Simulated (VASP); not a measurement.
An input for Quantum ESPRESSO's pw.x (written as the equivalent of a VASP run, and not itself run):

```
&CONTROL
  calculation = 'vc-relax'
  pseudo_dir = './pseudo'
  outdir = './out'
  tprnfor = .true.
  tstress = .true.
  nstep = 60
  forc_conv_thr = 0.00078
/
&SYSTEM
  ibrav = 0
  nat = 5
  ntyp = 3
  ecutwfc = 84
  occupations = 'smearing'
  smearing = 'methfessel-paxton'
  degauss = 0.00735
  input_dft = 'vdw-df-ob86'
/
&ELECTRONS
  conv_thr = 7.3e-08
  electron_maxstep = 100
/
&IONS
/
&CELL
/
ATOMIC_SPECIES
  Sr 87.620 Sr.upf
  V 50.941 V.upf
  O 15.999 O.upf
CELL_PARAMETERS angstrom
     3.8155531    0.0000000    0.0000000
     0.0000000    3.8155531    0.0000000
    -0.0000000   -0.0000000    3.8155531
ATOMIC_POSITIONS crystal
  Sr   0.0000000  0.0000000  0.0000000
  V    0.5000000  0.5000000  0.5000000
  O    0.5000000  0.0000000  0.5000000
  O    0.0000000  0.5000000  0.5000000
  O    0.5000000  0.5000000  0.0000000
K_POINTS automatic
  7 7 7 0 0 0
```

**Question.** Translate this input to VASP (INCAR, KPOINTS, POSCAR, choice of POTCAR).

**Answer.** One answer among several that fit: 
File POSCAR:
```
SrVO3
1
    3.8155530627     0.0000000000     0.0000000000
    0.0000000000     3.8155530627     0.0000000000
   -0.0000000000    -0.0000000000     3.8155530627
Sr V O
1 1 3
Direct
  0.0000000000   0.0000000000   0.0000000000
  0.5000000000   0.5000000000   0.5000000000
  0.5000000000   0.0000000000   0.5000000000
  0.0000000000   0.5000000000   0.5000000000
  0.5000000000   0.5000000000   0.0000000000
```

File KPOINTS:
```
kpoints
0
gamma
 7 7 7
```

### INCAR
```
SYSTEM = SrVO3
PREC = Accurate
ENCUT = 520
EDIFF = 1E-6
NELM = 100
ALGO = Normal
LREAL = .FALSE.
LASPH = .TRUE.
ISMEAR = 1
SIGMA = 0.1
GGA = MK
PARAM1 = 0.1234
PARAM2 = 1.0
LUSE_VDW = .TRUE.
AGGAC = 0.0
LMAXMIX = 4
LWAVE = .FALSE.
LCHARG = .FALSE.
IBRION = 2
ISIF = 3
NSW = 60
EDIFFG = -0.02
```

POTCAR, in this order: Sr_sv V_sv O (PBE.64 set). Program: vasp_std.

Limits of the translation: the potentials are each code's own (VASP's PAW set, PseudoDojo norm-conserving files in pw.x), so ENCUT and ecutwfc are chosen apart and not converted; conv_thr bounds pw.x's estimated SCF error, while EDIFF bounds the energy change between steps; forc_conv_thr acts on force components and is met together with etot_conv_thr.

The compound is SrVO3 in the cubic perovskite structure. This run relaxes it. Symmetry was kept, so distortions that lower it aren't found. The start is the result of an earlier pass.
